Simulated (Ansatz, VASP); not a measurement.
**Cross-check of Ta between VASP and Ansatz**

Aim: how closely do two programs agree when they are given the same cell, functional and k mesh? The structure shown is the end of the Ansatz relaxation below.

Method: plane waves, with VASP 6.6.1 beside it; single point at PBEsol, in Ansatz 0.2.0.

## Step 1: Set-up

The structure is tetragonal, space group I4/mmm (No. 139). The conventional cell has a = 3.295 Å, b = 3.295 Å, c = 3.248 Å, α = 90.00°, β = 90.00°, γ = 90.00°. Nearest to Ta lie 8 Ta at 2.84 Å.

## Step 2: Ansatz: relaxation, PBEsol

Ansatz runs on its PAW soft_1 files.

This run makes the geometry at which the two programs are then compared.

Input file input.yaml:

```yaml
crystal:
  lattice:
    - [3.288795485, 0.0, 0.0]
    - [0.0, 3.288795485, 0.0]
    - [0.0, 0.0, 3.24778806]
  atoms:
    - { symbol: Ta, position: [0.0, 0.0, 0.0] }
    - { symbol: Ta, position: [0.5, 0.5, 0.5] }
kpoints:
  mp_grid: { grid: [13, 13, 13] }
scf:
  occupations: { method: fermi_dirac, width: 0.05 }
hamiltonian:
  xc: pbesol
  pseudopotentials: { kind: paw, azcp: { folder: soft_1 }, xc_functional: pbe }
basis:
  ecutwfc: 600
output:
  forces: true
  stress: true
  write_density: true
  write_potential: true
  elf: true
  volumetric_format: npy
relax:
  f_tol: 0.005
  max_steps: 70
  cell: { stress_tol: 0.02, p_target: 0, fix: [c, alpha, beta, gamma] }
```

Run with:

```sh
ansatz run input.yaml --threads 4 --pin off --max-ram 10240MiB --backend cpu --events-out ev --progress --plain --runs-dir out
```

Numbers of over 12 decimals in the logs are rounded to 6 here.

Output:

```text
Engine: ansatz 0.2.0, aarch64-unknown-linux-gnu
Pseudopotentials: kind: paw
Pseudopotential: Ta, paw, valence charge 13, recommended cutoff 420 eV (normal), soft_1/Ta.paw.azcp
Functional definition: PBEsol
  exchange = pbesol_x
  correlation = pbesol_c
Crystal: 2 atoms, lattice volume = 35.129 Å³
Basis set: ecut = 600 eV, 1189 PW (Γ), exchange–correlation on 54×54×54 points (8 copies of the dense FFT grid, shifted against one another)
Bands: 17, of which v1, the nominal top of the filled ones, is band 13 counted from 1 (12 counted from 0)
Symmetry: 32 space group operations
Space group: I4/mmm (ITA 139), of the structure as read, at distance tolerance 3.3e-5 Å
k-points: 196 of 2197
Non-local potential: Ta, projectors of the file, l = 0: 3, l = 1: 2, l = 2: 2, l = 3: 1
PAW form: soft (Blöchl's): semilocal exchange-correlation on the pseudo side does not see the compensation charge
PAW frozen core: Ta, regenerated for the run's functional, and the local potential with it (the file was generated under x = pbe(κ = 0.804, μ = 0.219515), c = pbe(β = 0.066725))
PAW one-centre angular grid: Ta, 590 points (default); XC on 64 Gauss nodes
Initial density: superposition of atomic densities (chi_scale 0.1, normalization cell)
Initial wavefunctions: pseudopotential atomic-orbital guess
Functional: x = pbesol(κ = 0.804, μ = 0.123457), c = pbesol(β = 0.046)
SCF iter   1: F=—  HF=-19615.071323 eV  |F-HF|=—  |Δ(HF+E_count)|=         —  Δρ=4.18e-2  dr2=6.34e-1  ethr=3.10e-3  ⟨swp⟩=5.0  Hψ=13926  notcnv=0
preconditioner: auto → none  [metal: Δε(μ)=0.001 eV  Ē_g=5.271 eV  σ=0.050 eV  W_gap=0.01  n_scr=6 (ndim 8)  ℏωp=19.8 eV  f_vac=0.000  D(μ)=2.73/eV (n_scr^D=26)  sad-step TF]
SCF iter   2: F=—  HF=-19614.910624 eV  |F-HF|=—  |Δ(HF+E_count)|=   1.61e-1  Δρ=2.61e-2  dr2=2.39e-1  ethr=2.44e-3  ⟨swp⟩=2.0  Hψ=5606  notcnv=0
SCF iter   3: F=—  HF=-19614.821394 eV  |F-HF|=—  |Δ(HF+E_count)|=   8.92e-2  Δρ=1.12e-3  dr2=2.59e-4  ethr=9.21e-4  ⟨swp⟩=2.4  Hψ=6333  notcnv=0
SCF iter   4: F=—  HF=-19614.821300 eV  |F-HF|=—  |Δ(HF+E_count)|=   9.35e-5  Δρ=9.01e-5  dr2=8.34e-7  ethr=9.95e-7  ⟨swp⟩=2.5  Hψ=5768  notcnv=0
SCF iter   5: F=—  HF=-19614.821298 eV  |F-HF|=—  |Δ(HF+E_count)|=   2.60e-6  Δρ=6.32e-6  dr2=2.66e-9  ethr=3.21e-9  ⟨swp⟩=2.0  Hψ=5476  notcnv=0
SCF iter   6: F=-19614.821298 eV  HF=-19614.821298 eV  |F-HF|=8.00e-11  |Δ(HF+E_count)|=  3.42e-10  Δρ=6.10e-7  dr2=1.13e-10  ethr=1.02e-11  ⟨swp⟩=4.5  Hψ=17785  notcnv=0
SCF 1 converged in 6 iterations: F = -19614.821298 eV  dr2 = 1.13e-10
  greatest PAW one-centre occupation: 0.999 electrons in one spin orbital (limit 2), on the Ta atom at site 1 (counted from 0), in its partial waves of l = 0
relax step   1: F+E_penalty+E_count = -19614.82129767 eV  Δ(F+E_penalty+E_count) = +0.000e0 eV  max|allowed force component| = 1.144e-29 eV/Å  Δτ_max = 0.0000 Å  P = +1.386 GPa  Ω = 35.129 Å³  fix = [c, alpha, beta, gamma]  reactions: c +2.410 GPa  (6 SCF iters, dr2 threshold 1.00e-7 eV, accepted)
[...]
relax step   2: F+E_penalty+E_count = -19614.81914378 eV  Δ(F+E_penalty+E_count) = +2.154e-3 eV  max|allowed force component| = 3.155e-30 eV/Å  Δτ_max = 0.0000 Å  P = -1.464 GPa  Ω = 35.623 Å³  energy of the carried Pulay correction = -1.382e-5 eV  fix = [c, alpha, beta, gamma]  (6 SCF iters, dr2 threshold 2.00e-7 eV, rejected (line search))
[...]
relax step   3: F+E_penalty+E_count = -19614.82166253 eV  Δ(F+E_penalty+E_count) = -3.649e-4 eV  max|allowed force component| = 1.913e-29 eV/Å  Δτ_max = 0.0000 Å  P = +0.568 GPa  Ω = 35.267 Å³  energy of the carried Pulay correction = -3.895e-6 eV  fix = [c, alpha, beta, gamma]  reactions: c +1.740 GPa  (6 SCF iters, accepted)
[...]
relax step   4: F+E_penalty+E_count = -19614.82166640 eV  Δ(F+E_penalty+E_count) = -3.863e-6 eV  max|allowed force component| = 3.944e-30 eV/Å  Δτ_max = 0.0000 Å  P = +0.568 GPa  Ω = 35.267 Å³  fix = [c, alpha, beta, gamma]  reactions: c +1.740 GPa  stress off target by 1.83e-2 GPa on what of the cell is left free  SCF on the basis re-selected at this cell (its energy is not comparable with the rows above)  (8 SCF iters)
basis re-selected at this cell: Δ(F+E_penalty+E_count) = -3.863e-6 eV, ΔP = +0.000 GPa vs the last step (what re-selecting the basis moved, of the pressure what is left beyond the Pulay correction that the steps carried, after the strain that the cell walked since its last selection, with what the two solves' SCF thresholds leave and, on support functions, any second-order correction that the steps lacked; it is no m [...]
SCF converged after 8 iterations
Free energy (F): -19614.821666 eV
Harris-Foulkes:  -19614.821666 eV  (|F-HF|=1.46e-11)
Internal energy: -19614.797827 eV  (E = F + TS)
E sigma→0 (E₀):  -19614.809747 eV
Entropy (-TS):   -0.023840 eV (-11.920 meV/atom)
Fermi energy:    18.768798 eV
--- Per-component energies (eV) ---
  E_band       = -202.002173
  E_kinetic    = 788.711396
  E_local      = -1074.660342  (includes V_loc(G=0)·N_el)
  E_nonlocal   = -17.266440
  E_hartree    = 389.518149
  E_xc         = -638.307388
  E_vxc        = -467.831988  (∫ρ·V_xc dr)
  E_paw        = -16362.646706  (= ΣΔE_a)
  E_vpaw       = -209.991146  (= ΣTr[D̂ρ^β])
  E_aug_tail   = 0.000049  (compensation charges beyond the density's cutoff)
  E_ewald      = -2700.573971
  E_core_change = 0.427426  (= ΣΔE_core)
  E_smearing   = -0.023840  (= −TS)
  E_closure    = 0.000000  (closes the sum)
  Σ components = -19614.821666   (vs F -19614.821666, Δ=0.00e0)
--- Forces (eV/Å), atoms counted from 1 ---
  atom   1  Ta     0.00000000     0.00000000     0.00000000
  atom   2  Ta     0.00000000     0.00000000     0.00000000
  max |Σ_I F_I| component: 4.73e-29 eV/Å
--- Stress (GPa, compression-positive) ---
       -0.018291      -0.000000       0.000000
       -0.000000      -0.018291       0.000000
        0.000000       0.000000       1.739669
  P = ⅓ Tr σ = 0.5677 GPa (5.677 kbar)
--- Band table (eV; the first three rows and the last of 196) ---
  k-point 0: bands = [... 9 lower, 14.8172, 14.8611, 19.3763, 19.5664, 19.5664, 22.7152, 22.9802, 25.7864]
  k-point 1: bands = [... 9 lower, 14.8906, 14.9733, 19.4419, 19.5379, 19.5379, 22.7377, 22.8036, 24.9133]
  k-point 2: bands = [... 9 lower, 15.1103, 15.2800, 19.4711, 19.4711, 19.6377, 22.0891, 23.0583, 23.6762]
  k-point 195: bands = [... 9 lower, 17.3653, 17.3972, 17.6599, 17.7242, 17.7417, 23.8813, 23.8854, 24.0073]
--- Relaxed structure (3 steps of the walk, 2 accepted, 1 SCFs on fresh bases) ---
  F+E_penalty+E_count = -19614.82166640 eV   max|allowed force component| = 3.944e-30 eV/Å   (the final SCF, on the basis selected at the relaxed cell)
  cell:  # Å, volume = 35.2673 Å³
    - [3.295277, 0, 0.0]
    - [0, 3.295277, 0.0]
    - [0.0, 0.0, 3.24778806]
  atoms:
    - { symbol: Ta, position: [0.0, 0.0, 0.0] }
    - { symbol: Ta, position: [0.500000, 0.500000, 0.500000] }
```

## Step 3: VASP: single point, PBEsol, pair 1

The same cell, functional, mesh and smearing now go to VASP, with its own data sets.

Lines of VASP's logs that name or quote its potential files are left out, and so is its time.

Input file INCAR:

```
SYSTEM = Ta
PREC = Accurate
ENCUT = 500
EDIFF = 1E-06
NELM = 120
ISMEAR = -1
SIGMA = 0.05
LREAL = .FALSE.
ALGO = Normal
GGA = PS
NBANDS = 17
LASPH = .TRUE.
LORBIT = 11
LWAVE = .FALSE.
LCHARG = .FALSE.
ISIF = 2
GGA_COMPAT = .FALSE.
KPAR = 2
```

Input file POSCAR:

```
Ta
1.0
    3.2952773772      0.0000000000      0.0000000000
    0.0000000000      3.2952773772      0.0000000000
    0.0000000000      0.0000000000      3.2477880600
Ta
2
Direct
    0.0000000000      0.0000000000      0.0000000000
    0.5000000000      0.5000000000      0.5000000000
```

Input file KPOINTS:

```
Automatic mesh
0
Gamma
13 13 13
0 0 0
```

The projector-augmented-wave data sets are Ta_pv (PBE family, release 64).

Run with:

```sh
mpirun -np 2 vasp_std
```

Output:

```text
[banner, memory and clock lines left out]
running    2 mpi-ranks, on    1 nodes
 distrk:  each k-point on    1 cores,    2 groups
 distr:  one band on    1 cores,    1 groups

 POSCAR found type information on POSCAR Ta
 POSCAR found :  1 types and       2 ions
|                                                                             |
|               ----> ADVICE to this user running VASP <----                  |
|                                                                             |
|     You enforced a specific xc type in the INCAR file but a different       |
|     [... a line on the potential file left out ...]
|     I HOPE YOU KNOW WHAT YOU ARE DOING!                                     |
|                                                                             |

 LDA part: xc-table for (Slater+PW92), standard interpolation
 POSCAR, INCAR and KPOINTS ok, starting setup
 FFT: planning ... GRIDC
 FFT: planning ... GRID_SOFT
 FFT: planning ... GRID
 WAVECAR not read
 entering main loop
       N       E                     dE             d eps       ncg     rms          rms(c)
DAV:   1     0.163168372059E+03    0.16317E+03   -0.12405E+04  6672   0.130E+03
DAV:   2    -0.223767136161E+02   -0.18555E+03   -0.18276E+03  8534   0.365E+02
DAV:   3    -0.260769501221E+02   -0.37002E+01   -0.36424E+01  7862   0.493E+01
DAV:   4    -0.261039418220E+02   -0.26992E-01   -0.26914E-01  7968   0.438E+00
DAV:   5    -0.261041535632E+02   -0.21174E-03   -0.21162E-03  7866   0.349E-01    0.203E+01
DAV:   6    -0.253444316676E+02    0.75972E+00   -0.80010E-01  7405   0.815E+00    0.993E+00
DAV:   7    -0.251115194038E+02    0.23291E+00   -0.68226E-01  7962   0.710E+00    0.500E-01
DAV:   8    -0.251080272093E+02    0.34922E-02   -0.12388E-02  7419   0.106E+00    0.178E-01
DAV:   9    -0.251079280821E+02    0.99127E-04   -0.37618E-04  7922   0.182E-01    0.337E-02
DAV:  10    -0.251079218464E+02    0.62357E-05   -0.25425E-05  8420   0.487E-02    0.142E-02
DAV:  11    -0.251079209188E+02    0.92763E-06   -0.21170E-06  5918   0.136E-02
   1 F= -.25107921E+02 E0= -.25096026E+02  d E =-.237892E-01
```

OUTCAR, selected parts (step 3):

```text
ion  position               nearest neighbor table
   1  0.000  0.000  0.000-   2 2.84   2 2.84   2 2.84   2 2.84   2 2.84   2 2.84   2 2.84   2 2.84

  LATTYP: Found a simple tetragonal cell.
 ALAT       =     3.2952773772
 C/A-ratio  =     0.9855886738

 Subroutine GETGRP returns: Found 16 space group operations
 (whereof 16 operations were pure point group operations)

The static configuration has the point symmetry D_4h.

 Found    196 irreducible k-points:

   k-points           NKPTS =    196   k-points in BZ     NKDIM =    196   number of bands    NBANDS=     17

   dimension x,y,z NGX =    24 NGY =   24 NGZ =   24
   dimension x,y,z NGXF=    48 NGYF=   48 NGZF=   48

   ENCUT  =  500.0 eV  36.75 Ry    6.06 a.u.   6.01  6.01  5.92*2*pi/ulx,y,z

   NELECT =      22.0000    total number of electrons

 k-points in reciprocal lattice and weights: Automatic mesh
   0.00000000  0.00000000  0.00000000       0.000
   0.07692308  0.00000000  0.00000000       0.002
   0.15384615  0.00000000  0.00000000       0.002
   0.23076923  0.00000000  0.00000000       0.002
   0.30769231  0.00000000  0.00000000       0.002
   0.38461538  0.00000000  0.00000000       0.002
   0.46153846  0.00000000  0.00000000       0.002
   0.07692308  0.07692308  0.00000000       0.002
   0.15384615  0.07692308  0.00000000       0.004
[...]
0.46153846  0.38461538  0.46153846       0.007
   0.46153846  0.46153846  0.46153846       0.004

 average (electrostatic) potential at core
       1 -36.0000       2 -36.0000

 E-fermi :   5.4822

 k-point     1 :       0.0000    0.0000    0.0000
  band No.  band energies     occupation
    ...
      5     -27.4503      2.00000
      6     -27.4467      2.00000
      7      -2.5177      2.00000
      8       1.5306      2.00000
      9       1.5746      2.00000
     10       6.0871      0.00001
     11       6.2771      0.00000
     12       6.2771      0.00000
     13       9.4236      0.00000
     14       9.6878      0.00000
    ...

 k-point     2 :       0.0769    0.0000    0.0000
  band No.  band energies     occupation
    ...
      5     -27.4629      2.00000
      6     -27.4587      2.00000
      7      -2.3820      2.00000
      8       1.6222      2.00000
      9       1.6590      2.00000
     10       6.0710      0.00002
     11       6.2596      0.00000
     12       6.3406      0.00000
     13       9.2297      0.00000
     14       9.7228      0.00000
    ...

 k-point     3 :       0.1538    0.0000    0.0000
  band No.  band energies     occupation
    ...
      5     -27.4999      2.00000
      6     -27.4941      2.00000
      7      -1.9852      2.00000
      8       1.8462      2.00000
      9       1.9346      2.00000
     10       6.0376      0.00003
     11       6.2220      0.00000
     12       6.5302      0.00000
     13       8.6223      0.00000
     14       9.9152      0.00000
    ...

  Total        0.0373971      0.0373971      0.4263438      0.0000000      0.0000000      0.0000000
  in kB        1.6989359      1.6989359     19.3686309      0.0000000      0.0000000      0.0000000
  external PRESSURE =       7.5888342 kB  Pullay stress =       0.0000000 kB

  energy-cutoff  :      500.00
  volume of cell :       35.27
      direct lattice vectors                 reciprocal lattice vectors
     3.295277377  0.000000000  0.000000000     0.303464591  0.000000000  0.000000000
     0.000000000  3.295277377  0.000000000     0.000000000  0.303464591  0.000000000
     0.000000000  0.000000000  3.247788060     0.000000000  0.000000000  0.307901865

 POSITION                                       TOTAL-FORCE (eV/Angst)
 -----------------------------------------------------------------------------------
      0.00000      0.00000      0.00000         0.000000     -0.000000      0.000000
      1.64764      1.64764      1.62389        -0.000000      0.000000     -0.000000
 -----------------------------------------------------------------------------------
    total drift:                                0.000000      0.000000     -0.000000

  FREE ENERGIE OF THE ION-ELECTRON SYSTEM (eV)
  ---------------------------------------------------
  free  energy   TOTEN  =       -25.1079209188 eV

  energy  without entropy=      -25.0841317249  energy(sigma->0) =      -25.09602632

 total charge
# of ion       s       p       d       tot
------------------------------------------
    1        0.375   6.175   2.426   8.976
    2        0.375   6.175   2.426   8.976
--------------------------------------------------
tot          0.750  12.350   4.852  17.951

[... 3 further parts left out ...]
```

The run ends at a pressure of 0.76 GPa.

## Step 4: Comparison

Known differences besides the potentials themselves: the data sets hold 26 valence electrons in Ansatz (on its PAW soft_1 files) and 22 in VASP; the cutoff is 600 eV in Ansatz and 500 eV in VASP; Ansatz makes its cores anew for this functional, VASP keeps those of its PBE data sets; Ansatz's pressure holds a Pulay correction, VASP's none. Total energies have different zeros and are not compared.

Compared:

```csv
quantity,Ansatz,VASP,difference
pressure (GPa),0.57,0.76,-0.19
```

## Step 5: Ansatz: relaxation, PBEsol

This run makes the geometry at which the two programs are then compared. The cell compared in this pair holds 35.55 Å³, against 35.27 Å³ for the pair before.

The structure compared here is the end of the Ansatz relaxation.

input.yaml, the sections that differ from step 2:

```yaml
crystal:
  lattice:
    - [3.26419103, 0.0, 0.0]
    - [0.0, 3.26419103, 0.0]
    - [0.0, 0.0, 3.34620588]
  atoms:
    - { symbol: Ta, position: [0.0, 0.0, 0.0] }
    - { symbol: Ta, position: [0.5, 0.5, 0.5] }
output:
  forces: true
  stress: true
# kpoints, scf, hamiltonian, basis, relax: as in step 2
```

Run with:

```sh
ansatz run input.yaml --threads 4 --pin off --max-ram 10240MiB --backend cpu --events-out ev --progress --plain --runs-dir out
```

Output:

```text
[...]
Crystal: 2 atoms, lattice volume = 35.654 Å³
Basis set: ecut = 600 eV, 1205 PW (Γ), exchange–correlation on 54×54×54 points (8 copies of the dense FFT grid, shifted against one another)
Bands: 17, of which v1, the nominal top of the filled ones, is band 13 counted from 1 (12 counted from 0)
Symmetry: 32 space group operations
[...]
k-points: 196 of 2197
[...]
-0.010500      -0.000000       0.000000
       -0.000000      -0.010500       0.000000
        0.000000       0.000000      -3.024130
  P = ⅓ Tr σ = -1.0150 GPa (-10.150 kbar)
--- Relaxed structure (3 steps of the walk, 2 accepted, 1 SCFs on fresh bases) ---
[...]
cell:  # Å, volume = 35.5456 Å³
    - [3.259241, 0, 0]
    - [0, 3.259241, 0]
    - [0, 0, 3.34620588]
  atoms:
    - { symbol: Ta, position: [0.0, 0.0, 0.0] }
    - { symbol: Ta, position: [0.5, 0.5, 0.5] }
[key lines of the parts left out:]
SCF converged after 8 iterations
Free energy (F): -19614.817245 eV
Fermi energy:    18.603459 eV
```

## Step 6: VASP: single point, PBEsol, pair 2

The same cell, functional, mesh and smearing now go to VASP, with its own data sets.

INCAR is that of step 3.

Input file POSCAR:

```
Ta
1.0
    3.2592408702      0.0000000000      0.0000000000
    0.0000000000      3.2592408702      0.0000000000
    0.0000000000      0.0000000000      3.3462058800
Ta
2
Direct
    0.0000000000      0.0000000000      0.0000000000
    0.5000000000      0.5000000000      0.5000000000
```

KPOINTS is that of step 3.

Run with:

```sh
mpirun -np 2 vasp_std
```

Output:

```text
[banner, memory and clock lines left out]
running    2 mpi-ranks, on    1 nodes
[...]
[... a notice as in an earlier step ...]

 LDA part: xc-table for (Slater+PW92), standard interpolation
 POSCAR, INCAR and KPOINTS ok, starting setup
[...]
entering main loop
       N       E                     dE             d eps       ncg     rms          rms(c)
DAV:   1     0.163880507043E+03    0.16388E+03   -0.12420E+04  6664   0.130E+03
DAV:   2    -0.224571561307E+02   -0.18634E+03   -0.18346E+03  8570   0.365E+02
DAV:   3    -0.260863673593E+02   -0.36292E+01   -0.35846E+01  8027   0.490E+01
DAV:   4    -0.261122994998E+02   -0.25932E-01   -0.25884E-01  8106   0.428E+00
[...]
DAV:   9    -0.251039428462E+02    0.95062E-04   -0.37726E-04  7997   0.181E-01    0.334E-02
DAV:  10    -0.251039365448E+02    0.63014E-05   -0.24407E-05  8307   0.478E-02    0.137E-02
DAV:  11    -0.251039356541E+02    0.89062E-06   -0.20758E-06  5801   0.135E-02
   1 F= -.25103936E+02 E0= -.25092083E+02  d E =-.237046E-01
```

(Part 1 of 2 ends here.)

[Lines on the potential files, build, host, timing and source positions are cut from VASP's logs without a mark.]

[Logs are printed without paths, hosts, clocks, repeated set-up lines and the standing remarks that a program may print on its own settings, such as how far it seeks lower states.]

[Hosts, paths, dates, database ids (printed as entryN), source tags and the programs' standing remarks are cut or masked in the printed files.]
